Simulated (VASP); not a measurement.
Calculation: r2SCAN meta-GGA, VASP's PBE PAW potentials (set 64) (plane waves; VASP).

The input files of a VASP run:

### POSCAR
```
ScSi
1
    3.3233216852     0.0000000000     0.0000000000
    0.0000000000     3.3233216852     0.0000000000
   -0.0000000000     0.0000000000     3.3233216852
Sc Si
1 1
Direct
  0.0000000000   0.0000000000   0.0000000000
  0.5000000000   0.5000000000   0.5000000000
```

### KPOINTS
```
Automatic mesh
0
Gamma
12 12 12
0 0 0
```

### KPOINTS_OPT
```
k-points along high-symmetry lines
10
Line-mode
Reciprocal
  0.000000   0.000000   0.000000 ! GAMMA
  0.000000   0.500000   0.000000 ! X

  0.000000   0.500000   0.000000 ! X
  0.500000   0.500000   0.000000 ! M

  0.500000   0.500000   0.000000 ! M
  0.000000   0.000000   0.000000 ! GAMMA

  0.000000   0.000000   0.000000 ! GAMMA
  0.500000   0.500000   0.500000 ! R

  0.500000   0.500000   0.500000 ! R
  0.000000   0.500000   0.000000 ! X

  0.500000   0.500000   0.500000 ! R
  0.500000   0.500000   0.000000 ! M
```

### INCAR
```
! general
SYSTEM   =  ScSi
PREC     =  Accurate
ENCUT    =  400
LREAL    =  .FALSE.
LASPH    =  .TRUE.

! electronic loop
EDIFF    =  1E-7
NELM     =  100
ALGO     =  Normal
LMAXMIX  =  4
LMIXTAU  =  .TRUE.

! smearing
ISMEAR   =  -5

! functional
METAGGA  =  R2SCAN

! ions
ISIF     =  2

! output
LWAVE    =  .FALSE.
LCHARG   =  .FALSE.
LORBIT   =  11
NEDOS    =  601
```

POTCAR, in this order: Sc_sv Si (PBE.64 set). Program: vasp_std.

Question: What does the run give for the energy per atom (σ→0), band gap (over mesh and band path)?

Answer: 
```
Quantity                                                              Result
----------------------------------  ----------------------------------------
energy per atom (σ→0)                                        -10.451 eV/atom
band gap (over mesh and band path)  none (metal, semimetal or under 0.01 eV)
```

**OSZICAR**
```
...
DAV:  19    -0.209021738807E+02   -0.41412E-05   -0.33162E-06  2573   0.281E-02    0.202E-03
DAV:  20    -0.209021669956E+02    0.68851E-05   -0.27626E-06  1997   0.170E-02    0.987E-04
DAV:  21    -0.209021686183E+02   -0.16227E-05   -0.84455E-08  1469   0.531E-03    0.612E-04
DAV:  22    -0.209021687275E+02   -0.10921E-06   -0.19316E-08  1140   0.278E-03    0.486E-04
DAV:  23    -0.209021693557E+02   -0.62821E-06   -0.30827E-08  1097   0.208E-03    0.281E-04
DAV:  24    -0.209021692814E+02    0.74341E-07   -0.13472E-08  1077   0.248E-03
   1 F= -.20902169E+02 E0= -.20902169E+02  d E =0.000000E+00
       N       E                     dE             ncg
```

The structure was generated: ScSi was put into the CsCl type type (Pm-3m), which need not be its known phase. It was relaxed first, which changed the volume by -25 %. The electron count is odd and the run is not spin-polarised, which forces a metal.
